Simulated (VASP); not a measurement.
Here is the system:

```
MgSe
1.0
    4.26213     0.00000     0.00000
   -2.13106     3.69111     0.00000
    0.00000     0.00000     6.96087
Mg Se
2 2
Direct
  0.33333   0.66667   0.00000
  0.66667   0.33333   0.50000
  0.33333   0.66667   0.37500
  0.66667   0.33333   0.87500
```

The numbers are results of r2SCAN meta-GGA, VASP's PBE PAW potentials (set 64) (plane waves; VASP), not measurements. Numerical set-up: 400 eV cut-off, 7×7×4 Γ-centred mesh, Gaussian smearing of 0.050 eV, potentials Mg Se.

Energy and stress use the plane-wave basis of the starting cell.

The ions, cell shape and volume are relaxed. What does this cell relax into?

```
MgSe
1.0
    4.21519     0.00000     0.00000
   -2.10760     3.65046     0.00000
    0.00000     0.00000     6.80648
Mg Se
2 2
Cartesian
  0.00000   2.43364   6.79353
  2.10760   1.21682   3.39029
  0.00000   2.43364   2.56538
  2.10760   1.21682   5.96862
```
Space group P6_3mc (186), at a tolerance of 0.03 Å.

How do energy and volume change from the first to the last step?

The energy (σ→0) changes by -8.4 meV/atom and the volume by -4.4 %, in 7 ionic steps.

The structure was generated: MgSe was put into the wurtzite type (P6_3mc), which need not be its known phase. This run relaxes it. Symmetry was kept, so distortions that lower it aren't found.
